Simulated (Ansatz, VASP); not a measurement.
# Al45Te (Te/Al(110)) in two plane-wave programs

Wanted: the spread between two codes on one cell, functional and k mesh. The structure shown is the start of the Ansatz relaxation below; VASP solves that cell, so the two are compared at the walk's first step.

Program: Ansatz 0.2.0. Level of theory: plane waves, with VASP 6.6.1 beside it; single point at PBE. Results are calculated unless marked as measured.

## 1. The starting structure

The cell holds 46 atoms: 45 Al and 1 Te. Cell: a = 12.150 Å, b = 8.591 Å, c = 24.750 Å, α = 90.0°, β = 90.0°, γ = 90.0°. Vacuum lies along c.

## 2. Ansatz: relaxation, PBE

Ansatz runs on its default PAW (the set named soft_2) files.

The two programs are compared at the cell with which this relaxation starts, whose forces are those of its first step.

File input.yaml:

```yaml
crystal:
  lattice:
    - [12.15, 0.0, 0.0]
    - [0.0, 8.5913473914, 0.0]
    - [0.0, 0.0, 24.7502621437]
  atoms:
    - { symbol: Al, position: [0.0, 0.0, 0.3636325122] }
    - { symbol: Al, position: [0.1666666667, 0.1666666667, 0.4214860905] }
    - { symbol: Al, position: [0.0, 0.0, 0.4781571122] }
    - { symbol: Al, position: [0.1666666667, 0.1666666667, 0.5377938848] }
    - { symbol: Al, position: [0.0, 0.0, 0.5912899694] }
    - { symbol: Al, position: [0.0, 0.3333333333, 0.3636325122] }
    - { symbol: Al, position: [0.1666666667, 0.5, 0.4214860905] }
    - { symbol: Al, position: [0.0, 0.3333333333, 0.4781571122] }
    - { symbol: Al, position: [0.1666666667, 0.5, 0.5377938848] }
    - { symbol: Al, position: [0.0, 0.3333333333, 0.5912899694] }
    - { symbol: Al, position: [0.0, 0.6666666667, 0.3636325122] }
    - { symbol: Al, position: [0.1666666667, 0.8333333333, 0.4214860905] }
    - { symbol: Al, position: [0.0, 0.6666666667, 0.4781571122] }
    - { symbol: Al, position: [0.1666666667, 0.8333333333, 0.5377938848] }
    - { symbol: Al, position: [0.0, 0.6666666667, 0.5912899694] }
    - { symbol: Al, position: [0.3333333333, 0.0, 0.3636325122] }
    - { symbol: Al, position: [0.5, 0.1666666667, 0.4214860905] }
    - { symbol: Al, position: [0.3333333333, 0.0, 0.4781571122] }
    - { symbol: Al, position: [0.5, 0.1666666667, 0.5377938848] }
    - { symbol: Al, position: [0.3333333333, 0.0, 0.5912899694] }
    - { symbol: Al, position: [0.3333333333, 0.3333333333, 0.3636325122] }
    - { symbol: Al, position: [0.5, 0.5, 0.4214860905] }
    - { symbol: Al, position: [0.3333333333, 0.3333333333, 0.4781571122] }
    - { symbol: Al, position: [0.5, 0.5, 0.5377938848] }
    - { symbol: Al, position: [0.3333333333, 0.3333333333, 0.5912899694] }
    - { symbol: Al, position: [0.3333333333, 0.6666666667, 0.3636325122] }
    - { symbol: Al, position: [0.5, 0.8333333333, 0.4214860905] }
    - { symbol: Al, position: [0.3333333333, 0.6666666667, 0.4781571122] }
    - { symbol: Al, position: [0.5, 0.8333333333, 0.5377938848] }
    - { symbol: Al, position: [0.3333333333, 0.6666666667, 0.5912899694] }
    - { symbol: Al, position: [0.6666666667, 0.0, 0.3636325122] }
    - { symbol: Al, position: [0.8333333333, 0.1666666667, 0.4214860905] }
    - { symbol: Al, position: [0.6666666667, 0.0, 0.4781571122] }
    - { symbol: Al, position: [0.8333333333, 0.1666666667, 0.5377938848] }
    - { symbol: Al, position: [0.6666666667, 0.0, 0.5912899694] }
    - { symbol: Al, position: [0.6666666667, 0.3333333333, 0.3636325122] }
    - { symbol: Al, position: [0.8333333333, 0.5, 0.4214860905] }
    - { symbol: Al, position: [0.6666666667, 0.3333333333, 0.4781571122] }
    - { symbol: Al, position: [0.8333333333, 0.5, 0.5377938848] }
    - { symbol: Al, position: [0.6666666667, 0.3333333333, 0.5912899694] }
    - { symbol: Al, position: [0.6666666667, 0.6666666667, 0.3636325122] }
    - { symbol: Al, position: [0.8333333333, 0.8333333333, 0.4214860905] }
    - { symbol: Al, position: [0.6666666667, 0.6666666667, 0.4781571122] }
    - { symbol: Al, position: [0.8333333333, 0.8333333333, 0.5377938848] }
    - { symbol: Al, position: [0.6666666667, 0.6666666667, 0.5912899694] }
    - { symbol: Te, position: [0.1666666667, 0.1666666667, 0.6363674878] }
kpoints:
  mp_grid: { grid: [3, 4, 1] }
hamiltonian:
  xc: pbe
scf:
  occupations: { method: fermi_dirac, width: 0.1 }
  convergence: { dr2_threshold: 1.0e-08 }
efield:
  axis: 3
  dipole_correction: true
  ramp_position: 0.97
  ramp_width: 0.06
relax:
  f_tol: 0.02
  max_steps: 60
  constraints:
    - { sites: [0, 1, 5, 6, 10, 11, 15, 16, 20, 21, 25, 26, 30, 31, 35, 36, 40, 41] }
output:
  bader: true
  write_potential: true
  write_density: true
  volumetric_format: npy
```

Started as:

```bash
$ ansatz run input.yaml --threads 4 --pin off --max-ram 6144MiB --backend cpu --events-out ev --progress --plain --runs-dir out
```

Numbers of over 12 decimals in the logs are rounded to 6 here.

The log of the run:

```text
Engine: ansatz 0.2.0, x86_64-unknown-linux-gnu
Pseudopotentials: kind: paw
Pseudopotential: Al, paw, valence charge 3, recommended cutoff 420 eV (normal), Al.paw.azcp
Pseudopotential: Te, paw, valence charge 16, recommended cutoff 420 eV (normal), Te.paw.azcp
Functional definition: PBE
  parameter kappa = 0.804
  parameter beta = 0.066725
  exchange = pbe_x(kappa = kappa, mu = beta*pi^2/3)
  correlation = pbe_c(beta = beta)
Crystal: 46 atoms, lattice volume = 2583.553 Å³
Basis set: ecut = 420 eV, 50539 PW (Γ), exchange–correlation on 180×120×360 points (8 copies of the dense FFT grid, shifted against one another)
Bands: 122, of which v1, the nominal top of the filled ones, is band 76 counted from 1 (75 counted from 0)
Symmetry: 4 space group operations
Space group: Pmm2 (ITA 25), of the structure as read, at distance tolerance 1.4e-4 Å
k-points: 6 of 12
Non-local potential: Al, projectors of the file, l = 0: 2, l = 1: 2, l = 2: 1
Non-local potential: Te, projectors of the file, l = 0: 2, l = 1: 2, l = 2: 2, l = 3: 2
PAW form: soft (Blöchl's): semilocal exchange-correlation on the pseudo side does not see the compensation charge
PAW one-centre angular grid: Al, 110 points (default); XC on 64 Gauss nodes
PAW one-centre angular grid: Te, 590 points (default); XC on 64 Gauss nodes
Initial density: superposition of atomic densities (neutral atoms: chi_scale 0, normalization atom), corrected by the library's trained network
Initial wavefunctions: pseudopotential atomic-orbital guess
Functional: x = pbe(κ = 0.804, μ = 0.219515), c = pbe(β = 0.066725)
SCF iter   1: F=—  HF=-31155.074608 eV  |F-HF|=—  |Δ(HF+E_count)|=         —  Δρ=1.24e-3  dr2=2.60e-1  ethr=1.77e-3  p=-0.005 e·Å  D=-3.45e-4 V/Å  ΔV_dip=0.01 eV  dr2_dipole=6.84e-2  V_vac-E_F(+/−)=3.99/3.98 eV  ⟨swp⟩=13.3  Hψ=4428  notcnv=0  defer=8
efield: sawtooth ramp at fractional position 0.9700 (set: `efield.ramp_position`, or a place that a band, a saddle search or an elastic batch's reference lends), width 0.0600; the density the first Hamiltonian is built on has a dipole p = -0.005 e·Å; the dipole correction subtracts the counter field D = -3.45e-4 V/Å, which shifts the + side's vacuum level by +0.01 eV against the − side's; the planar-averaged density in the ramp window peaks in size at 4.1e-6 e/Å³
preconditioner: auto → LDOS  [metal: Δε(μ)=0.028 eV  Ē_g=6.176 eV  σ=0.100 eV  W_gap=0.07  n_scr=210 (ndim 8)  ℏωp=8.7 eV  f_vac=0.575  D(μ)=20.23/eV (n_scr^D=78)  β→1.0]
SCF iter   2: F=—  HF=-31155.065852 eV  |F-HF|=—  |Δ(HF+E_count)|=   8.76e-3  Δρ=3.95e-4  dr2=1.10e-2  ethr=1.72e-4  p=0.066 e·Å  D=4.59e-3 V/Å  ΔV_dip=-0.11 eV  dr2_dipole=1.30e-3  V_vac-E_F(+/−)=3.91/4.03 eV  ⟨swp⟩=4.7  Hψ=1343  notcnv=0  defer=23
SCF iter   3: F=—  HF=-31155.066641 eV  |F-HF|=—  |Δ(HF+E_count)|=   7.89e-4  Δρ=1.25e-4  dr2=1.37e-3  ethr=7.27e-6  p=0.057 e·Å  D=4.03e-3 V/Å  ΔV_dip=-0.10 eV  dr2_dipole=1.06e-4  V_vac-E_F(+/−)=3.93/4.02 eV  ⟨swp⟩=2.0  Hψ=1136  notcnv=0  defer=22
SCF iter   4: F=—  HF=-31155.066633 eV  |F-HF|=—  |Δ(HF+E_count)|=   7.74e-6  Δρ=4.87e-5  dr2=1.27e-4  ethr=9.07e-7  p=0.060 e·Å  D=4.20e-3 V/Å  ΔV_dip=-0.10 eV  dr2_dipole=7.60e-6  V_vac-E_F(+/−)=3.92/4.02 eV  ⟨swp⟩=2.0  Hψ=1186  notcnv=0  defer=22
SCF iter   5: F=—  HF=-31155.066635 eV  |F-HF|=—  |Δ(HF+E_count)|=   1.83e-6  Δρ=1.83e-5  dr2=1.18e-5  ethr=8.39e-8  p=0.060 e·Å  D=4.22e-3 V/Å  ΔV_dip=-0.10 eV  dr2_dipole=2.57e-7  V_vac-E_F(+/−)=3.92/4.02 eV  ⟨swp⟩=2.3  Hψ=1222  notcnv=0  defer=22
SCF iter   6: F=—  HF=-31155.067818 eV  |F-HF|=—  |Δ(HF+E_count)|=   1.18e-3  Δρ=3.64e-6  dr2=5.62e-7  ethr=7.81e-9  p=0.060 e·Å  D=4.24e-3 V/Å  ΔV_dip=-0.10 eV  dr2_dipole=1.53e-8  V_vac-E_F(+/−)=3.92/4.02 eV  ⟨swp⟩=2.2  Hψ=1236  notcnv=0  defer=22
SCF iter   7: F=—  HF=-31155.067819 eV  |F-HF|=—  |Δ(HF+E_count)|=   1.09e-6  Δρ=9.82e-7  dr2=5.01e-8  ethr=3.72e-10  p=0.061 e·Å  D=4.24e-3 V/Å  ΔV_dip=-0.10 eV  dr2_dipole=7.74e-10  V_vac-E_F(+/−)=3.92/4.02 eV  ⟨swp⟩=2.3  Hψ=1216  notcnv=0  defer=22
SCF iter   8: F=-31155.067819 eV  HF=-31155.067819 eV  |F-HF|=1.78e-8  |Δ(HF+E_count)|=   1.51e-7  Δρ=2.58e-7  dr2=2.60e-9  ethr=6.62e-12  p=0.061 e·Å  D=4.24e-3 V/Å  ΔV_dip=-0.11 eV  dr2_dipole=6.70e-12  V_vac-E_F(+/−)=3.92/4.02 eV  ⟨swp⟩=11.0  Hψ=4971  notcnv=0
SCF 1 converged in 8 iterations: F = -31155.067819 eV  dr2 = 2.60e-9
  greatest PAW one-centre occupation: 0.998 electrons in one spin orbital (limit 2), on the Te atom at site 45 (counted from 0), in its partial waves of l = 2
relax step   1: F+E_penalty+E_count = -31155.06781879 eV  Δ(F+E_penalty+E_count) = +0.000e0 eV  max|allowed force component| = 4.171e0 eV/Å  Δτ_max = 0.0000 Å  (8 SCF iters, accepted)
Initial density: handed on by an earlier stage of this run
Initial wavefunctions: those handed on with the density
iter 1 solved again at ethr=1.38e-4 eV; its pass at ethr=3.10e-3 eV (dr2=2.08e-1 eV) is discarded
[...]
k-point 2: bands = [... 72 lower, -0.8318, -0.7373, -0.7004, -0.5921, -0.5648, -0.5396, -0.3046, 0.3489, ... 42 higher]
  k-point 5: bands = [... 72 lower, -0.6525, -0.3515, -0.3335, -0.0300, 0.1225, 0.2081, 0.2144, 0.2592, ... 42 higher]
--- Relaxed structure (8 steps of the walk, 8 accepted, 0 SCFs on fresh bases) ---
  F+E_penalty+E_count = -31156.13974669 eV   max|allowed force component| = 1.603e-2 eV/Å
  atoms:
    - { symbol: Al, position: [1.6666659598323747e-11, 1.666665959832375e-11, 0.363633] }
    - { symbol: Al, position: [0.166667, 0.166667, 0.4214860905] }
    - { symbol: Al, position: [-0.00227491, 0.000500028, 0.478324] }
    - { symbol: Al, position: [0.166667, 0.166667, 0.531735] }
    - { symbol: Al, position: [0.014930, -0.00176516, 0.595557] }
    - { symbol: Al, position: [1.6666659598323747e-11, 0.333333, 0.363633] }
    - { symbol: Al, position: [0.166667, 0.500000, 0.4214860905] }
    - { symbol: Al, position: [-0.00227491, 0.332833, 0.478324] }
    - { symbol: Al, position: [0.166667, 0.500511, 0.534750] }
    - { symbol: Al, position: [0.014930, 0.335098, 0.595557] }
    - { symbol: Al, position: [1.6666659598323747e-11, 0.666667, 0.363633] }
    - { symbol: Al, position: [0.166667, 0.833333, 0.4214860905] }
    - { symbol: Al, position: [-0.00114877, 0.666667, 0.478167] }
    - { symbol: Al, position: [0.166667, 0.832822, 0.534750] }
    - { symbol: Al, position: [0.00210272, 0.666667, 0.590728] }
    - { symbol: Al, position: [0.333333, 1.666665959832375e-11, 0.363633] }
    - { symbol: Al, position: [0.500000, 0.166667, 0.4214860905] }
    - { symbol: Al, position: [0.335608, 0.000500028, 0.478324] }
    - { symbol: Al, position: [0.487519, 0.166667, 0.544322] }
    - { symbol: Al, position: [0.318404, -0.00176516, 0.595557] }
    - { symbol: Al, position: [0.333333, 0.333333, 0.363633] }
    - { symbol: Al, position: [0.500000, 0.500000, 0.4214860905] }
    - { symbol: Al, position: [0.335608, 0.332833, 0.478324] }
    - { symbol: Al, position: [0.497923, 0.497724, 0.537458] }
[...]
- { symbol: Al, position: [0.666667, 0.329592, 0.477696] }
    - { symbol: Al, position: [0.835410, 0.497724, 0.537458] }
    - { symbol: Al, position: [0.666667, 0.332783, 0.588527] }
    - { symbol: Al, position: [0.666667, 0.666667, 0.363633] }
    - { symbol: Al, position: [0.833333, 0.833333, 0.4214860905] }
    - { symbol: Al, position: [0.666667, 0.666667, 0.478359] }
    - { symbol: Al, position: [0.835410, 0.835609, 0.537458] }
    - { symbol: Al, position: [0.666667, 0.666667, 0.589800] }
    - { symbol: Te, position: [0.166667, 0.166667, 0.668260] }
--- Bader charges: 46 sites ---
  site symbol  charge [e]  shift [e]
     0     Al      0.0485     0.0000
     1     Al     -0.0158     0.0000
     2     Al     -0.0263     0.0000
     3     Al     -0.0701     0.0000
     4     Al      0.2268     0.0017
     5     Al      0.0485     0.0000
     6     Al     -0.0116     0.0000
     7     Al     -0.0264     0.0000
     8     Al     -0.0469     0.0000
     9     Al      0.2269     0.0017
    10     Al      0.0692     0.0001
    11     Al     -0.0116     0.0000
    12     Al     -0.0477     0.0003
    13     Al     -0.0469     0.0000
    14     Al      0.0126     0.0002
    15     Al      0.0486     0.0000
    16     Al     -0.0163     0.0000
    17     Al     -0.0264     0.0000
    18     Al      0.1120     0.0002
    19     Al      0.2269     0.0017
    20     Al      0.0485     0.0000
    21     Al     -0.0389     0.0000
    22     Al     -0.0263     0.0000
    23     Al      0.0299     0.0000
[...]
38     Al      0.0299     0.0000
    39     Al     -0.0018     0.0006
    40     Al      0.0580     0.0001
    41     Al     -0.0390     0.0000
    42     Al     -0.0772     0.0005
    43     Al      0.0299     0.0000
    44     Al      0.0248     0.0004
    45     Te     -0.9499     0.0072
  estimated error of the sums over rays = 5.2e-4 e
```

(Continued in part 2 of 2.)

[Lines on the potential files, build, host, timing and source positions are cut from VASP's logs without a mark.]

[Logs are printed without paths, hosts, clocks, repeated set-up lines and the standing remarks that a program may print on its own settings, such as how far it seeks lower states.]

[Hosts, paths, dates, database ids (printed as entryN), source tags and the programs' standing remarks are cut or masked in the printed files.]
